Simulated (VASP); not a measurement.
Method: PBE GGA, VASP's PBE PAW potentials (set 64) (plane waves; VASP).

The input files of a VASP run:

**INCAR**
```
SYSTEM = Ga31As31Se
PREC = Normal; ENCUT = 400; LREAL = Auto
LASPH = .True.; ISYM = 0
EDIFF = 1E-5; NELM = 100; NELMIN = 4
ALGO = Fast; LMAXMIX = 4
ISMEAR = 0; SIGMA = 0.05
GGA = PE
IBRION = 2; NSW = 70; ISIF = 2
EDIFFG = -0.03
LWAVE = .False.; LCHARG = .False.
```

### POSCAR
```
Ga31As31Se
1.0
 11.5222104216   0.0000000000   0.0000000000
  0.0000000000  11.5222104216   0.0000000000
  0.0000000000   0.0000000000  11.5222104216
Ga As Se
31 31 1
Cartesian
  5.7611052108   0.0000000000   0.0000000000
  8.6416578162   2.8805526054   0.0000000000
  8.6416578162   0.0000000000   2.8805526054
  0.0000000000   0.0000000000   0.0000000000
  2.8805526054   2.8805526054   0.0000000000
  5.7611052108   5.7611052108   0.0000000000
  8.6416578162   8.6416578162   0.0000000000
  2.8805526054   0.0000000000   2.8805526054
  8.6416578162   5.7611052108   2.8805526054
  5.7611052108   0.0000000000   5.7611052108
  8.6416578162   2.8805526054   5.7611052108
  8.6416578162   0.0000000000   8.6416578162
  0.0000000000   5.7611052108   0.0000000000
  2.8805526054   8.6416578162   0.0000000000
  0.0000000000   2.8805526054   2.8805526054
  2.8805526054   5.7611052108   2.8805526054
  5.7611052108   8.6416578162   2.8805526054
  0.0000000000   0.0000000000   5.7611052108
  2.8805526054   2.8805526054   5.7611052108
  5.7611052108   5.7611052108   5.7611052108
  8.6416578162   8.6416578162   5.7611052108
  2.8805526054   0.0000000000   8.6416578162
  5.7611052108   2.8805526054   8.6416578162
  8.6416578162   5.7611052108   8.6416578162
  0.0000000000   8.6416578162   2.8805526054
  0.0000000000   5.7611052108   5.7611052108
  2.8805526054   8.6416578162   5.7611052108
  0.0000000000   2.8805526054   8.6416578162
  2.8805526054   5.7611052108   8.6416578162
  5.7611052108   8.6416578162   8.6416578162
  0.0000000000   8.6416578162   8.6416578162
  7.2149316330   1.3907077535   1.4847520349
 10.0819341189   4.3208289081   1.4402763027
 10.0819341189   1.4402763027   4.3208289081
  1.4402763027   1.4402763027   1.4402763027
  4.2858474773   4.3151369362   1.4109177105
  7.2013815135   7.2013815135   1.4402763027
 10.0819341189  10.0819341189   1.4402763027
  4.3411310429   1.4553358317   4.2926340592
 10.0819341189   7.2013815135   4.3208289081
  7.2013815135   1.4402763027   7.2013815135
 10.0819341189   4.3208289081   7.2013815135
 10.0819341189   1.4402763027  10.0819341189
  1.4402763027   7.2013815135   1.4402763027
  4.3208289081  10.0819341189   1.4402763027
  1.4402763027   4.3208289081   4.3208289081
  4.3208289081   7.2013815135   4.3208289081
  7.2013815135  10.0819341189   4.3208289081
  1.4402763027   1.4402763027   7.2013815135
  4.3208289081   4.3208289081   7.2013815135
  7.2013815135   7.2013815135   7.2013815135
 10.0819341189  10.0819341189   7.2013815135
  4.3208289081   1.4402763027  10.0819341189
  7.2013815135   4.3208289081  10.0819341189
 10.0819341189   7.2013815135  10.0819341189
  1.4402763027  10.0819341189   4.3208289081
  1.4402763027   7.2013815135   7.2013815135
  4.3208289081  10.0819341189   7.2013815135
  1.4402763027   4.3208289081  10.0819341189
  4.3208289081   7.2013815135  10.0819341189
  7.2013815135  10.0819341189  10.0819341189
  1.4402763027  10.0819341189  10.0819341189
  7.2321573375   4.3220617846   4.2778625854
```

**KPOINTS**
```
Automatic mesh
0
Gamma
 1 1 1
```

POTCAR, in this order: Ga As Se (PBE.64 set). Program: vasp_gam.

The resulting files:

OUTCAR:
```
 ion  position               nearest neighbor table
   1  0.500  0.000  0.000-  45 2.49  53 2.49  61 2.49  32 2.50
   2  0.750  0.250  0.000-  33 2.49  43 2.49  54 2.49  32 2.54
   3  0.750  0.000  0.250-  32 2.43  34 2.49  38 2.49  48 2.49
   4  0.000  0.000  0.000-  35 2.49  38 2.49  43 2.49  62 2.49
   5  0.250  0.250  0.000-  36 2.45  35 2.49  53 2.49  59 2.49
   6  0.500  0.500  0.000-  37 2.49  54 2.49  60 2.49  36 2.50
   7  0.750  0.750  0.000-  37 2.49  38 2.49  55 2.49  61 2.49
   8  0.250  0.000  0.250-  35 2.49  45 2.49  56 2.49  39 2.50
   9  0.750  0.500  0.250-  63 2.45  37 2.49  40 2.49  33 2.49
  10  0.500  0.000  0.500-  41 2.49  48 2.49  58 2.49  39 2.51
  11  0.750  0.250  0.500-  34 2.49  41 2.49  42 2.49  63 2.50
  12  0.750  0.000  0.750-  41 2.49  43 2.49  52 2.49  61 2.49
  13  0.000  0.500  0.000-  33 2.49  44 2.49  55 2.49  59 2.49
  14  0.250  0.750  0.000-  44 2.49  45 2.49  60 2.49  62 2.49
  15  0.000  0.250  0.250-  33 2.49  34 2.49  35 2.49  46 2.49
  16  0.250  0.500  0.250-  44 2.49  46 2.49  47 2.49  36 2.50
  17  0.500  0.750  0.250-  37 2.49  45 2.49  47 2.49  48 2.49
  18  0.000  0.000  0.500-  34 2.49  49 2.49  52 2.49  56 2.49
  19  0.250  0.250  0.500-  46 2.49  49 2.49  50 2.49  39 2.51
  20  0.500  0.500  0.500-  47 2.49  50 2.49  51 2.49  63 2.54
  21  0.750  0.750  0.500-  40 2.49  48 2.49  51 2.49  52 2.49
  22  0.250  0.000  0.750-  49 2.49  53 2.49  58 2.49  62 2.49
  23  0.500  0.250  0.750-  41 2.49  50 2.49  53 2.49  54 2.49
  24  0.750  0.500  0.750-  42 2.49  51 2.49  54 2.49  55 2.49
  25  0.000  0.750  0.250-  38 2.49  40 2.49  44 2.49  56 2.49
  26  0.000  0.500  0.500-  40 2.49  42 2.49  46 2.49  57 2.49
  27  0.250  0.750  0.500-  47 2.49  56 2.49  57 2.49  58 2.49
  28  0.000  0.250  0.750-  42 2.49  43 2.49  49 2.49  59 2.49
  29  0.250  0.500  0.750-  50 2.49  57 2.49  59 2.49  60 2.49
  30  0.500  0.750  0.750-  51 2.49  58 2.49  60 2.49  61 2.49
  31  0.000  0.750  0.750-  52 2.49  55 2.49  57 2.49  62 2.49
  32  0.626  0.121  0.129-   3 2.43   1 2.50   2 2.54
  33  0.875  0.375  0.125-   2 2.49   9 2.49  13 2.49  15 2.49
  34  0.875  0.125  0.375-   3 2.49  11 2.49  15 2.49  18 2.49
  35  0.125  0.125  0.125-   4 2.49   5 2.49   8 2.49  15 2.49
  36  0.372  0.375  0.122-   5 2.45  16 2.50   6 2.50
  37  0.625  0.625  0.125-   6 2.49   7 2.49   9 2.49  17 2.49
  38  0.875  0.875  0.125-   3 2.49   4 2.49   7 2.49  25 2.49
  39  0.377  0.126  0.373-   8 2.50  10 2.51  19 2.51
  40  0.875  0.625  0.375-   9 2.49  21 2.49  25 2.49  26 2.49
  41  0.625  0.125  0.625-  10 2.49  11 2.49  12 2.49  23 2.49
  42  0.875  0.375  0.625-  11 2.49  24 2.49  26 2.49  28 2.49
  43  0.875  0.125  0.875-   2 2.49   4 2.49  12 2.49  28 2.49
  44  0.125  0.625  0.125-  13 2.49  14 2.49  16 2.49  25 2.49
  45  0.375  0.875  0.125-   1 2.49   8 2.49  14 2.49  17 2.49
  46  0.125  0.375  0.375-  15 2.49  16 2.49  19 2.49  26 2.49
  47  0.375  0.625  0.375-  16 2.49  17 2.49  20 2.49  27 2.49
  48  0.625  0.875  0.375-   3 2.49  10 2.49  17 2.49  21 2.49
  49  0.125  0.125  0.625-  18 2.49  19 2.49  22 2.49  28 2.49
  50  0.375  0.375  0.625-  19 2.49  20 2.49  23 2.49  29 2.49
  51  0.625  0.625  0.625-  20 2.49  21 2.49  24 2.49  30 2.49
  52  0.875  0.875  0.625-  12 2.49  18 2.49  21 2.49  31 2.49
  53  0.375  0.125  0.875-   1 2.49   5 2.49  22 2.49  23 2.49
  54  0.625  0.375  0.875-   2 2.49   6 2.49  23 2.49  24 2.49
  55  0.875  0.625  0.875-   7 2.49  13 2.49  24 2.49  31 2.49
  56  0.125  0.875  0.375-   8 2.49  18 2.49  25 2.49  27 2.49
  57  0.125  0.625  0.625-  26 2.49  27 2.49  29 2.49  31 2.49
  58  0.375  0.875  0.625-  10 2.49  22 2.49  27 2.49  30 2.49
  59  0.125  0.375  0.875-   5 2.49  13 2.49  28 2.49  29 2.49
  60  0.375  0.625  0.875-   6 2.49  14 2.49  29 2.49  30 2.49
  61  0.625  0.875  0.875-   1 2.49   7 2.49  12 2.49  30 2.49
  62  0.125  0.875  0.875-   4 2.49  14 2.49  22 2.49  31 2.49
  63  0.628  0.375  0.371-   9 2.45  11 2.50  20 2.54
 Subroutine IBZKPT returns following result:
 Found      1 irreducible k-points:

 Following reciprocal coordinates:
            Coordinates               Weight
  0.000000  0.000000  0.000000      1.000000
   k-points           NKPTS =      1   k-points in BZ     NKDIM =      1   number of bands    NBANDS=    160
   number of dos      NEDOS =    301   number of ions     NIONS =     63
   total plane-waves  NPLWV = 175616
   dimension x,y,z NGX =    56 NGY =   56 NGZ =   56
   dimension x,y,z NGXF=   112 NGYF=  112 NGZF=  112
...
```

### OSZICAR
```
...
DAV:   1    -0.253592472816E+03   -0.61756E-03   -0.56183E-01   360   0.129E+00    0.233E-01
RMM:   2    -0.253594928265E+03   -0.24554E-02   -0.29890E-02   320   0.297E-01    0.865E-02
RMM:   3    -0.253595387675E+03   -0.45941E-03   -0.46422E-03   332   0.121E-01    0.653E-02
RMM:   4    -0.253595415925E+03   -0.28250E-04   -0.72651E-04   338   0.462E-02    0.522E-02
RMM:   5    -0.253595386529E+03    0.29396E-04   -0.25832E-04   321   0.277E-02    0.146E-02
RMM:   6    -0.253595391784E+03   -0.52554E-05   -0.56419E-05   264   0.135E-02
   6 F= -.25359539E+03 E0= -.25356582E+03  d E =-.697370E-01
       N       E                     dE             d eps       ncg     rms          rms(c)
DAV:   1    -0.253615833768E+03   -0.20447E-01   -0.10927E+00   336   0.163E+00    0.242E-01
RMM:   2    -0.253620703931E+03   -0.48702E-02   -0.55477E-02   320   0.350E-01    0.934E-02
RMM:   3    -0.253621769535E+03   -0.10656E-02   -0.96541E-03   338   0.146E-01    0.801E-02
RMM:   4    -0.253621810115E+03   -0.40580E-04   -0.10860E-03   337   0.543E-02    0.627E-02
RMM:   5    -0.253621753321E+03    0.56794E-04   -0.41079E-04   321   0.323E-02    0.244E-02
RMM:   6    -0.253621761923E+03   -0.86027E-05   -0.11268E-04   285   0.170E-02    0.102E-02
RMM:   7    -0.253621759100E+03    0.28238E-05   -0.20042E-05   213   0.740E-03
   7 F= -.25362176E+03 E0= -.25359288E+03  d E =-.263673E-01
       N       E                     dE             d eps       ncg     rms          rms(c)
DAV:   1    -0.253612998350E+03    0.87636E-02   -0.71287E+00   320   0.416E+00    0.706E-01
RMM:   2    -0.253645797653E+03   -0.32799E-01   -0.38153E-01   320   0.912E-01    0.228E-01
RMM:   3    -0.253653062207E+03   -0.72646E-02   -0.65661E-02   340   0.382E-01    0.218E-01
RMM:   4    -0.253653145165E+03   -0.82958E-04   -0.68919E-03   329   0.139E-01    0.155E-01
RMM:   5    -0.253652966385E+03    0.17878E-03   -0.23912E-03   322   0.783E-02    0.581E-02
RMM:   6    -0.253653016984E+03   -0.50599E-04   -0.58489E-04   326   0.395E-02    0.235E-02
RMM:   7    -0.253653015641E+03    0.13432E-05   -0.11834E-04   287   0.184E-02    0.792E-03
RMM:   8    -0.253653016054E+03   -0.41263E-06   -0.42398E-05   228   0.988E-03
   8 F= -.25365302E+03 E0= -.25362473E+03  d E =-.576243E-01
       N       E                     dE             d eps       ncg     rms          rms(c)
DAV:   1    -0.253662935850E+03   -0.99202E-02   -0.58501E-01   352   0.134E+00    0.260E-01
RMM:   2    -0.253666133951E+03   -0.31981E-02   -0.39016E-02   320   0.339E-01    0.772E-02
RMM:   3    -0.253666696889E+03   -0.56294E-03   -0.59873E-03   335   0.136E-01    0.598E-02
RMM:   4    -0.253666684841E+03    0.12048E-04   -0.76857E-04   324   0.524E-02    0.301E-02
RMM:   5    -0.253666688083E+03   -0.32422E-05   -0.19490E-04   326   0.257E-02    0.120E-02
RMM:   6    -0.253666691818E+03   -0.37348E-05   -0.49319E-05   245   0.119E-02
   9 F= -.25366669E+03 E0= -.25363829E+03  d E =-.136758E-01
       N       E                     dE             d eps       ncg     rms          rms(c)
DAV:   1    -0.253667325048E+03   -0.63696E-03   -0.33620E-01   336   0.101E+00    0.198E-01
RMM:   2    -0.253669142278E+03   -0.18172E-02   -0.22276E-02   320   0.257E-01    0.593E-02
RMM:   3    -0.253669469018E+03   -0.32674E-03   -0.34503E-03   338   0.104E-01    0.460E-02
RMM:   4    -0.253669459140E+03    0.98779E-05   -0.41995E-04   324   0.394E-02    0.229E-02
RMM:   5    -0.253669460387E+03   -0.12476E-05   -0.10398E-04   314   0.190E-02    0.930E-03
RMM:   6    -0.253669461893E+03   -0.15054E-05   -0.23161E-05   211   0.875E-03
  10 F= -.25366946E+03 E0= -.25364093E+03  d E =-.164458E-01
       N       E                     dE             d eps       ncg     rms          rms(c)
DAV:   1    -0.253672314703E+03   -0.28543E-02   -0.23149E-01   336   0.854E-01    0.158E-01
RMM:   2    -0.253673490571E+03   -0.11759E-02   -0.14309E-02   320   0.208E-01    0.482E-02
RMM:   3    -0.253673716408E+03   -0.22584E-03   -0.22658E-03   339   0.855E-02    0.401E-02
RMM:   4    -0.253673714779E+03    0.16285E-05   -0.27393E-04   323   0.321E-02    0.226E-02
RMM:   5    -0.253673715083E+03   -0.30343E-06   -0.77979E-05   282   0.162E-02
  11 F= -.25367372E+03 E0= -.25364522E+03  d E =-.425319E-02
       N       E                     dE             d eps       ncg     rms          rms(c)
DAV:   1    -0.253674014593E+03   -0.29981E-03   -0.94117E-02   368   0.545E-01    0.101E-01
RMM:   2    -0.253674502363E+03   -0.48777E-03   -0.59284E-03   320   0.134E-01    0.322E-02
RMM:   3    -0.253674599925E+03   -0.97562E-04   -0.96260E-04   341   0.556E-02    0.269E-02
RMM:   4    -0.253674599357E+03    0.56829E-06   -0.11617E-04   308   0.209E-02    0.144E-02
RMM:   5    -0.253674599923E+03   -0.56613E-06   -0.31964E-05   229   0.105E-02
  12 F= -.25367460E+03 E0= -.25364612E+03  d E =-.513803E-02
       N       E                     dE             d eps       ncg     rms          rms(c)
DAV:   1    -0.253676619033E+03   -0.20197E-02   -0.16457E-01   336   0.715E-01    0.129E-01
RMM:   2    -0.253677382250E+03   -0.76322E-03   -0.93679E-03   320   0.167E-01    0.434E-02
RMM:   3    -0.253677528820E+03   -0.14657E-03   -0.14615E-03   342   0.692E-02    0.368E-02
RMM:   4    -0.253677534025E+03   -0.52052E-05   -0.19449E-04   324   0.259E-02    0.221E-02
RMM:   5    -0.253677532990E+03    0.10349E-05   -0.52081E-05   257   0.136E-02
  13 F= -.25367753E+03 E0= -.25364906E+03  d E =-.293307E-02
       N       E                     dE             d eps       ncg     rms          rms(c)
DAV:   1    -0.253677553593E+03   -0.19568E-04   -0.20320E-01   320   0.794E-01    0.145E-01
RMM:   2    -0.253678501349E+03   -0.94776E-03   -0.11677E-02   320   0.187E-01    0.485E-02
RMM:   3    -0.253678688371E+03   -0.18702E-03   -0.18400E-03   341   0.776E-02    0.409E-02
RMM:   4    -0.253678696028E+03   -0.76578E-05   -0.24683E-04   328   0.291E-02    0.238E-02
RMM:   5    -0.253678695817E+03    0.21174E-06   -0.63084E-05   282   0.150E-02
  14 F= -.25367870E+03 E0= -.25365024E+03  d E =-.409589E-02
       N       E                     dE             d eps       ncg     rms          rms(c)
DAV:   1    -0.253679593311E+03   -0.89728E-03   -0.23821E-01   320   0.834E-01    0.154E-01
RMM:   2    -0.253680639061E+03   -0.10458E-02   -0.13008E-02   320   0.190E-01    0.492E-02
RMM:   3    -0.253680843506E+03   -0.20444E-03   -0.20204E-03   342   0.791E-02    0.448E-02
RMM:   4    -0.253680853160E+03   -0.96544E-05   -0.26784E-04   323   0.294E-02    0.293E-02
RMM:   5    -0.253680850406E+03    0.27542E-05   -0.85002E-05   291   0.165E-02
  15 F= -.25368085E+03 E0= -.25365241E+03  d E =-.215459E-02
       N       E                     dE             d eps       ncg     rms          rms(c)
DAV:   1    -0.253680761675E+03    0.91485E-04   -0.55305E-02   336   0.402E-01    0.756E-02
RMM:   2    -0.253681006147E+03   -0.24447E-03   -0.31179E-03   320   0.927E-02    0.240E-02
RMM:   3    -0.253681058303E+03   -0.52156E-04   -0.50405E-04   344   0.392E-02    0.215E-02
RMM:   4    -0.253681061530E+03   -0.32270E-05   -0.67009E-05   243   0.145E-02
  16 F= -.25368106E+03 E0= -.25365263E+03  d E =-.236571E-02
       N       E                     dE             d eps       ncg     rms          rms(c)
DAV:   1    -0.253681431468E+03   -0.37317E-03   -0.83588E-02   336   0.511E-01    0.100E-01
RMM:   2    -0.253681851057E+03   -0.41959E-03   -0.52774E-03   320   0.126E-01    0.318E-02
RMM:   3    -0.253681932720E+03   -0.81663E-04   -0.81910E-04   336   0.516E-02    0.264E-02
RMM:   4    -0.253681937529E+03   -0.48090E-05   -0.11315E-04   293   0.194E-02    0.188E-02
RMM:   5    -0.253681935475E+03    0.20539E-05   -0.38767E-05   233   0.112E-02
  17 F= -.25368194E+03 E0= -.25365350E+03  d E =-.873944E-03
```

### OUTCAR
```
------------------------ aborting loop because EDIFF is reached ----------------------------------------
  FORCE on cell =-STRESS in cart. coord.  units (eV):
  Direction    XX          YY          ZZ          XY          YZ          ZX
  --------------------------------------------------------------------------------------
  Total       -2.3089413     -2.3082425     -2.2395544      2.1651107      2.0968827      2.0558458
  in kB       -2.4183328     -2.4176009     -2.3456585      2.2676879      2.1962275      2.1532463
  external PRESSURE =      -2.3938641 kB  Pullay stress =       0.0000000 kB
  volume of cell :     1529.70
      direct lattice vectors                 reciprocal lattice vectors
    11.522210422  0.000000000  0.000000000     0.086788903  0.000000000  0.000000000
     0.000000000 11.522210422  0.000000000     0.000000000  0.086788903  0.000000000
     0.000000000  0.000000000 11.522210422     0.000000000  0.000000000  0.086788903
  FREE ENERGIE OF THE ION-ELECTRON SYSTEM (eV)
  ---------------------------------------------------
  free  energy   TOTEN  =      -253.6819354747 eV

  energy  without entropy=     -253.6250711488  energy(sigma->0) =     -253.65350331

 reached required accuracy - stopping structural energy minimisation
```
(Selected blocks of OUTCAR.)

### CONTCAR
```
Ga31As31Se
   1.00000000000000
    11.5222104216000005    0.0000000000000000    0.0000000000000000
     0.0000000000000000   11.5222104216000005    0.0000000000000000
     0.0000000000000000    0.0000000000000000   11.5222104216000005
  Ga              As              Se
    31    31     1
Direct
     0.5038567029221278    0.0038947838023438    0.0039541621954379
     0.7440093250297309    0.2445657590551465    0.0041000219809927
     0.7440867364564485    0.0041133930436359    0.2446283445084670
     0.9996073605874124    0.0006245443433725    0.0007626461073493
     0.2538834372447010    0.2537309681726067    0.0038136619175059
     0.4946288171288935    0.4940042804803298    0.0040448567186010
     0.7488988756732341    0.7491874588174222    0.0012659826941107
     0.2542238295057011    0.0041396760033025    0.2537619350209997
     0.7525033933261728    0.5023560559415055    0.2506187409387247
     0.4945953461170484    0.0041743711400463    0.4938059581765811
     0.7523830380267137    0.2505746919928642    0.5023524039468632
     0.7489129279089666    0.0009542954470957    0.7491601879980702
     0.9993029528635156    0.4988014709976279    0.0011865860149986
     0.2507665909167121    0.7494173719104164    0.0006540635526946
     0.0008880204525924    0.2494944550695165    0.2494949587830040
     0.2541325023841800    0.4939353655480567    0.2445124192721936
     0.4996326613393401    0.7509364899943882    0.2494953586807920
     0.9993400152398901    0.0009746380625487    0.4988559873157734
     0.2541533546780317    0.2445575360002878    0.4937678724223007
     0.5008513791954939    0.5022041641678190    0.5023033617665428
     0.7495089940368701    0.7516052884824367    0.4993664167913530
     0.2507531427663841    0.0006048227067045    0.7496773730115515
     0.4996277783857546    0.2494340086070832    0.7508229584433965
     0.7495605200819427    0.4994164119159276    0.7515522713057636
     0.0012012392971906    0.7511749159758550    0.2499273088672950
     0.0016070384767889    0.4994339205613935    0.4994223017419129
     0.2511346048395816    0.7492483646277397    0.4988255256016809
     0.0013052331076688    0.2497465537477538    0.7509383701682092
     0.2511636464670268    0.4987594059495364    0.7491704349157348
     0.4998906666633727    0.7511771045120956    0.7509108433743429
     0.0006585034290374    0.7505502758133531    0.7506864416088118
     0.6122639722503654    0.1341677191173325    0.1340103430900664
     0.8725159743732738    0.3724777502093516    0.1248685327065860
     0.8725351340746532    0.1249047989126889    0.3724794457337343
     0.1254005836013249    0.1244851229056760    0.1244887719895379
     0.3841260249394972    0.3622519995768115    0.1339653233512413
     0.6225467296540834    0.6224380112622143    0.1249317151790979
     0.8740125131194729    0.8749375211009013    0.1247284735492333
     0.3845858378737940    0.1345427035658831    0.3617270835955830
     0.8761025347172890    0.6260097727131411    0.3754553436530924
     0.6225814070617585    0.1248289383990989    0.6224548430253997
     0.8760706150366454    0.3754271534219528    0.6259384063821932
     0.8741007035988917    0.1245727730135956    0.8748042803856861
     0.1249530401673726    0.6240095884256011    0.1246702398265903
     0.3745405098574998    0.8753323691855153    0.1244638584273201
     0.1259718148169099    0.3742231534938313    0.3741993208718264
     0.3750123628297276    0.6224203785069460    0.3725175015510617
     0.6243420182495517    0.8760603662934698    0.3741871535140143
     0.1250545985065174    0.1245051023128988    0.6238646687416386
     0.3749606627086099    0.3723961085172320    0.6224229389935464
     0.6255933085815464    0.6259353473279644    0.6259368354608523
     0.8746859069400534    0.8749745705536989    0.6245795630921199
     0.3745484701652235    0.1244534785589713    0.8753574776435985
     0.6243175597703063    0.3742573971377131    0.8758967849319068
     0.8746690386333069    0.6245657777528378    0.8751055018069541
     0.1254111726532759    0.8753502541388342    0.3746838099673925
     0.1250766463971310    0.6245722878173507    0.6246052821404070
     0.3746380800754182    0.8749909707002796    0.6238871264326592
     0.1252440637854930    0.3747874152042578    0.8751642004540801
     0.3747046764883041    0.6240123946083187    0.8747815443096075
     0.6248476873151280    0.8751620684212680    0.8752172200843437
     0.1251465004669181    0.8750035471109324    0.8751516377205966
     0.6249442167421301    0.3747683168432098    0.3747510155459878
```

The supercell is sampled at Γ alone, which is coarse: total energies, pressure and levels can be off, energies of defects by several tenths of an eV.

The cell is a supercell with a defect, built from GaAs (zinc blende): Se_As-vac_Ga. The run is not spin-polarised, so no state with unpaired spins was tried.
